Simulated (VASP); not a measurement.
# Shielding tensors and field gradients of AcClO

Aim: NMR shielding tensors and field gradients of AcClO. The cell has space group P4/nmm. The start is a cell from a database of measured crystal structures.

Main program and level: VASP 6.6.1; LDA; plane waves and PAW (Ac, Cl, O), in the first sound run; inputs show where later runs differ.

The database entry behind the starting cell is an old determination (1949), so it need not match the best structure at ambient conditions.

**1. The starting structure**

It takes space group P4/nmm (No. 129, tetragonal). The conventional cell has a = 4.250 Å, b = 4.250 Å, c = 7.080 Å, α = 90.00°, β = 90.00°, γ = 90.00°. Ac has 4 O at 2.48 Å and 6 Cl at 3.26 to 3.82 Å nearest. Nearest to Cl lie 6 Ac at 3.26 to 3.82 Å and 4 O at 3.32 Å. O has 4 Ac at 2.48 Å nearest. Farther neighbours and most contacts between anions are not listed.

As a file:

```cif
data_structure
_symmetry_space_group_name_H-M 'P 1'
_symmetry_Int_Tables_number 1
_cell_length_a 4.2500
_cell_length_b 4.2500
_cell_length_c 7.0800
_cell_angle_alpha 90.000
_cell_angle_beta 90.000
_cell_angle_gamma 90.000
_cell_volume 127.88
loop_
_atom_site_label
_atom_site_type_symbol
_atom_site_fract_x
_atom_site_fract_y
_atom_site_fract_z
_atom_site_occupancy
Ac1 Ac 0.50000 0.00000 0.82000 1
Ac2 Ac 0.00000 0.50000 0.18000 1
Cl3 Cl 0.50000 0.00000 0.36000 1
Cl4 Cl 0.00000 0.50000 0.64000 1
O5 O 0.50000 0.50000 0.00000 1
O6 O 0.00000 0.00000 0.00000 1
```

**2. Ground state**

A ground-state run shows first whether the cell has a gap, which the next steps need; its size sets how fine their mesh has to be.

Input file INCAR:

```
SYSTEM = AcClO
PREC = Accurate
ENCUT = 520
EDIFF = 1E-07
NELM = 100
ISMEAR = 0
SIGMA = 0.01
LREAL = .FALSE.
ALGO = Normal
GGA = CA
NBANDS = 30
LASPH = .TRUE.
LORBIT = 11
LWAVE = .FALSE.
LCHARG = .FALSE.
KPAR = 8
```

Input file POSCAR:

```
AcClO
1.0
    4.2500000000      0.0000000000      0.0000000000
    0.0000000000      4.2500000000      0.0000000000
    0.0000000000      0.0000000000      7.0800000000
Ac Cl O
2 2 2
Direct
    0.5000000000      0.0000000000      0.8200000000
    0.0000000000      0.5000000000      0.1800000000
    0.5000000000      0.0000000000      0.3600000000
    0.0000000000      0.5000000000      0.6400000000
    0.5000000000      0.5000000000      0.0000000000
    0.0000000000      0.0000000000      0.0000000000
```

Input file KPOINTS:

```
Automatic mesh
0
Gamma
5 5 3
0 0 0
```

The projector-augmented-wave data sets are Ac, Cl and O (PBE family, release 64).

Launch:

```console
> mpirun -np 8 vasp_std
```

Output:

```text
[banner, memory and clock lines left out]
running    8 mpi-ranks, on    1 nodes
 distrk:  each k-point on    1 cores,    8 groups
 distr:  one band on    1 cores,    1 groups

 POSCAR found type information on POSCAR AcClO
 POSCAR found :  3 types and       6 ions
|                                                                             |
|           W    W    AA    RRRRR   N    N  II  N    N   GGGG   !!!           |
|           W    W   A  A   R    R  NN   N  II  NN   N  G    G  !!!           |
|           W    W  A    A  R    R  N N  N  II  N N  N  G       !!!           |
|           W WW W  AAAAAA  RRRRR   N  N N  II  N  N N  G  GGG   !            |
|           WW  WW  A    A  R   R   N   NN  II  N   NN  G    G                |
|           W    W  A    A  R    R  N    N  II  N    N   GGGG   !!!           |
|                                                                             |
|     For optimal performance we recommend to set                             |
|       NCORE = 2 up to number-of-cores-per-socket                            |
|     NCORE specifies how many cores store one orbital (NPAR=cpu/NCORE).      |
|     This setting can greatly improve the performance of VASP for DFT.       |
|     The default, NCORE=1 might be grossly inefficient on modern             |
|     multi-core architectures or massively parallel machines. Do your        |
|     Unfortunately you need to use the default for GW and RPA                |
|     calculations (for HF NCORE is supported but not extensively tested      |
|     yet).                                                                   |
|                                                                             |

|                                                                             |
|               ----> ADVICE to this user running VASP <----                  |
|                                                                             |
|     You enforced a specific xc type in the INCAR file but a different       |
|     [... a line on the potential file left out ...]
|     I HOPE YOU KNOW WHAT YOU ARE DOING!                                     |
|                                                                             |

 LDA part: xc-table for (Slater(with rela. corr.)+CA(PZ))
 , standard interpolation
 POSCAR, INCAR and KPOINTS ok, starting setup
 FFT: planning ... GRIDC
 FFT: planning ... GRID_SOFT
 FFT: planning ... GRID
 WAVECAR not read
 entering main loop
       N       E                     dE             d eps       ncg     rms          rms(c)
DAV:   1     0.600899552372E+03    0.60090E+03   -0.19621E+04   720   0.150E+03
DAV:   2     0.633777183991E+02   -0.53752E+03   -0.52655E+03   904   0.405E+02
DAV:   3    -0.440239688429E+02   -0.10740E+03   -0.10517E+03  1144   0.167E+02
DAV:   4    -0.503339288728E+02   -0.63100E+01   -0.62704E+01  1136   0.457E+01
DAV:   5    -0.506361904452E+02   -0.30226E+00   -0.30131E+00  1282   0.910E+00    0.271E+01
DAV:   6    -0.449571393007E+02    0.56791E+01   -0.30195E+01   852   0.303E+01    0.197E+01
DAV:   7    -0.450125319155E+02   -0.55393E-01   -0.50860E+00  1024   0.131E+01    0.962E+00
DAV:   8    -0.449338236234E+02    0.78708E-01   -0.10376E+00   984   0.562E+00    0.180E+00
DAV:   9    -0.448897115851E+02    0.44112E-01   -0.26566E-01  1072   0.346E+00    0.396E-01
DAV:  10    -0.448933386075E+02   -0.36270E-02   -0.44935E-02   992   0.116E+00    0.291E-01
DAV:  11    -0.448928642102E+02    0.47440E-03   -0.31883E-03  1224   0.350E-01    0.172E-01
DAV:  12    -0.448927404418E+02    0.12377E-03   -0.31178E-03   880   0.296E-01    0.604E-02
DAV:  13    -0.448926876804E+02    0.52761E-04   -0.37512E-04   992   0.137E-01    0.279E-02
DAV:  14    -0.448926881252E+02   -0.44475E-06   -0.85749E-05   888   0.457E-02    0.924E-03
DAV:  15    -0.448926882238E+02   -0.98609E-07   -0.23316E-05  1024   0.288E-02    0.657E-03
DAV:  16    -0.448926877169E+02    0.50693E-06   -0.98783E-06   984   0.186E-02    0.303E-03
DAV:  17    -0.448926875298E+02    0.18707E-06   -0.17935E-06   896   0.913E-03    0.104E-03
DAV:  18    -0.448926875494E+02   -0.19588E-07   -0.37977E-07   768   0.353E-03
   1 F= -.44892688E+02 E0= -.44892688E+02  d E =-.591597E-17
```

Wall time 15 s (8 MPI ranks of AMD EPYC 7R43, shared host); peak memory 1.6 GiB.

The logs omit lines about the potential files and the build; timing stands in the text.

OUTCAR, selected parts (step 2):

```text
ion  position               nearest neighbor table
   1  0.500  0.000  0.820-   5 2.48   6 2.48   5 2.48   6 2.48
   2  0.000  0.500  0.180-   5 2.48   6 2.48   6 2.48   5 2.48
   3  0.500  0.000  0.360-
   4  0.000  0.500  0.640-
   5  0.500  0.500  0.000-   1 2.48   2 2.48   1 2.48   2 2.48
   6  0.000  0.000  0.000-   1 2.48   2 2.48   2 2.48   1 2.48

  LATTYP: Found a simple tetragonal cell.
 ALAT       =     4.2500000000
 C/A-ratio  =     1.6658823529

 Subroutine GETGRP returns: Found 16 space group operations
 (whereof  8 operations were pure point group operations)

The static configuration has the point symmetry D_2d.
 The point group associated with its full space group is D_4h.

 Found     12 irreducible k-points:

   k-points           NKPTS =     12   k-points in BZ     NKDIM =     12   number of bands    NBANDS=     30

   dimension x,y,z NGX =    32 NGY =   32 NGZ =   54
   dimension x,y,z NGXF=    64 NGYF=   64 NGZF=  108

   ENCUT  =  520.0 eV  38.22 Ry    6.18 a.u.   7.90  7.90 13.16*2*pi/ulx,y,z

   NELECT =      48.0000    total number of electrons

 k-points in reciprocal lattice and weights: Automatic mesh
   0.00000000  0.00000000  0.00000000       0.013
   0.20000000  0.00000000  0.00000000       0.053
   0.40000000  0.00000000  0.00000000       0.053
   0.20000000  0.20000000  0.00000000       0.053
   0.40000000  0.20000000  0.00000000       0.107
   0.40000000  0.40000000  0.00000000       0.053
   0.00000000  0.00000000  0.33333333       0.027
   0.20000000  0.00000000  0.33333333       0.107
   0.40000000  0.00000000  0.33333333       0.107
   0.20000000  0.20000000  0.33333333       0.107
   0.40000000  0.20000000  0.33333333       0.213
   0.40000000  0.40000000  0.33333333       0.107

 average (electrostatic) potential at core
       1 -70.2822       2 -70.2822       3 -90.5066       4 -90.5066       5 -68.5311
       6 -68.5311

 E-fermi :   3.5795

 k-point     1 :       0.0000    0.0000    0.0000
  band No.  band energies     occupation
    ...
     20       2.3523      2.00000
     21       2.3523      2.00000
     22       3.0810      2.00000
     23       3.5051      2.00000
     24       3.5051      2.00000
     25       7.5908      0.00000
     26       8.2025      0.00000
     27       9.0930      0.00000
     28       9.4560      0.00000
     29       9.6510      0.00000
    ...

 k-point     2 :       0.2000    0.0000    0.0000
  band No.  band energies     occupation
    ...
     20       2.2287      2.00000
     21       2.2849      2.00000
     22       2.9580      2.00000
     23       3.1967      2.00000
     24       3.2748      2.00000
     25       8.2760      0.00000
     26       9.0212      0.00000
     27       9.2795      0.00000
     28       9.6127      0.00000
     29       9.8823      0.00000
    ...

 k-point     3 :       0.4000    0.0000    0.0000
  band No.  band energies     occupation
    ...
     20       2.3074      2.00000
     21       2.3424      2.00000
     22       2.7393      2.00000
     23       2.8796      2.00000
     24       3.2314      2.00000
     25       8.9389      0.00000
     26       9.1050      0.00000
     27       9.3942      0.00000
     28       9.5797      0.00000
     29       9.9867      0.00000
    ...

  Total       -3.6961677     -3.6961677     -3.3079501      0.0000000      0.0000000      0.0000000
  in kB      -46.3074782    -46.3074782    -41.4436894      0.0000000      0.0000000      0.0000000
  external PRESSURE =     -44.6862153 kB  Pullay stress =       0.0000000 kB

  energy-cutoff  :      520.00
  volume of cell :      127.88
      direct lattice vectors                 reciprocal lattice vectors
     4.250000000  0.000000000  0.000000000     0.235294118  0.000000000  0.000000000
     0.000000000  4.250000000  0.000000000     0.000000000  0.235294118  0.000000000
     0.000000000  0.000000000  7.080000000     0.000000000  0.000000000  0.141242938

 POSITION                                       TOTAL-FORCE (eV/Angst)
 -----------------------------------------------------------------------------------
      2.12500      0.00000      5.80560         0.000000      0.000000      0.498508
      0.00000      2.12500      1.27440         0.000000     -0.000000     -0.498508
      2.12500      0.00000      2.54880        -0.000000      0.000000      0.220454
      0.00000      2.12500      4.53120         0.000000     -0.000000     -0.220454
      2.12500      2.12500      0.00000        -0.000000      0.000000      0.000000
      0.00000      0.00000      0.00000         0.000000     -0.000000      0.000000
 -----------------------------------------------------------------------------------
    total drift:                                0.000000     -0.000000     -0.000000

  FREE ENERGIE OF THE ION-ELECTRON SYSTEM (eV)
  ---------------------------------------------------
  free  energy   TOTEN  =       -44.8926875494 eV

  energy  without entropy=      -44.8926875494  energy(sigma->0) =      -44.89268755

 total charge
# of ion       s       p       d       f       tot
--------------------------------------------------
    1        2.050   5.644   0.516   0.182   8.393
    2        2.050   5.644   0.516   0.182   8.393
    3        1.577   3.504   0.000   0.000   5.081
    4        1.577   3.504   0.000   0.000   5.081
    5        1.551   3.445   0.000   0.000   4.996
    6        1.551   3.445   0.000   0.000   4.996
--------------------------------------------------
tot         10.357  25.185   1.032   0.365  36.939

[... 3 further parts left out ...]
```

The gap is read on the k-mesh alone, so it is an upper bound where the band edges lie off the mesh. The PAW data sets were made with PBE, a small mismatch for LDA.

A gap read on the k-mesh alone can miss the band edges.

Numbers from this step:

* free energy (TOTEN): -44.89 eV
* Fermi energy: 3.579 eV
* pressure: -4.469 GPa
* gap on the k-mesh: 4.067 eV
* least direct gap on the k-mesh: 4.086 eV

The cell has a gap of 4.07 eV on this mesh and a pressure of -4.5 GPa, which holds the misfit of the given cell and coordinates with this functional, and any error of cutoff, mesh and data sets. Spin-orbit coupling is left out, which can shift or reorder these edges. Forces of up to 0.50 eV/Å remain in these settings, with PBE data sets under LDA.

(Part 1 of 3 ends here.)

[Lines on the potential files, build, host, timing and source positions are cut from VASP's logs without a mark.]

[Logs are printed without paths, hosts, clocks, repeated set-up lines and the standing remarks that a program may print on its own settings, such as how far it seeks lower states.]

[Hosts, paths, dates, database ids (printed as entryN), source tags and the programs' standing remarks are cut or masked in the printed files.]
